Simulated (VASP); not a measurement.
A convergence study with VASP on CdO (rock salt): one setting is varied, all else stays as given below, so the limit is that of these other settings. Each run relaxes cell and ions; the cell shown is the tightest run's result. The basis is that of the starting cell, so low cut-offs carry a Pulay error.

```xyz
2
Lattice="0.0000 2.3911 2.3911 2.3911 0.0000 2.3911 2.3911 2.3911 0.0000" Properties=species:S:1:pos:R:3 pbc="T T T"
Cd     0.0000     0.0000     0.0000
O      2.3911     2.3911     2.3911
```

The numbers are results of PBE GGA, VASP's PBE PAW potentials (set 64) (plane waves; VASP 6.6.1), not measurements. The tightest run used: 800 eV cut-off, 8×8×8 Γ-centred mesh, Gaussian smearing of 0.050 eV, potentials Cd O.

The reference is ENCUT = 800, which took about 30 core-seconds. The timings are rough (shared machines, no repeats); factors under 2 mean little.

Q: Of the settings ENCUT = 250; ENCUT = 300; ENCUT = 350; ENCUT = 400; ENCUT = 450; ENCUT = 500; ENCUT = 550; ENCUT = 600; ENCUT = 650; ENCUT = 700; ENCUT = 750; ENCUT = 800, which is the lowest that keeps the difference from the reference in relaxed volume (Å³/atom) within 0.1 from there on, and what does it cost?

A: ENCUT = 500; its cost over the reference is within a factor of 2.
```json
[
 {"setting": "ENCUT = 250", "difference in relaxed volume (Å³/atom)": "2.704", "cost over the reference": "within a factor of 2"},
 {"setting": "ENCUT = 300", "difference in relaxed volume (Å³/atom)": "1.728", "cost over the reference": "within a factor of 2"},
 {"setting": "ENCUT = 350", "difference in relaxed volume (Å³/atom)": "1.009", "cost over the reference": "within a factor of 2"},
 {"setting": "ENCUT = 400", "difference in relaxed volume (Å³/atom)": "0.487", "cost over the reference": "within a factor of 2"},
 {"setting": "ENCUT = 450", "difference in relaxed volume (Å³/atom)": "0.168", "cost over the reference": "within a factor of 2"},
 {"setting": "ENCUT = 500", "difference in relaxed volume (Å³/atom)": "0.020", "cost over the reference": "within a factor of 2"},
 {"setting": "ENCUT = 550", "difference in relaxed volume (Å³/atom)": "0.005", "cost over the reference": "within a factor of 2"},
 {"setting": "ENCUT = 600", "difference in relaxed volume (Å³/atom)": "0.011", "cost over the reference": "within a factor of 2"},
 {"setting": "ENCUT = 650", "difference in relaxed volume (Å³/atom)": "0.021", "cost over the reference": "within a factor of 2"},
 {"setting": "ENCUT = 700", "difference in relaxed volume (Å³/atom)": "0.018", "cost over the reference": "within a factor of 2"},
 {"setting": "ENCUT = 750", "difference in relaxed volume (Å³/atom)": "0.008", "cost over the reference": "within a factor of 2"},
 {"setting": "ENCUT = 800", "difference in relaxed volume (Å³/atom)": "0.000", "cost over the reference": "reference"}
]
```

Left out are rungs that failed or repeat a setting and relaxations that didn't move; long series are thinned to 24 rows.

The compound is CdO in the rock salt structure.
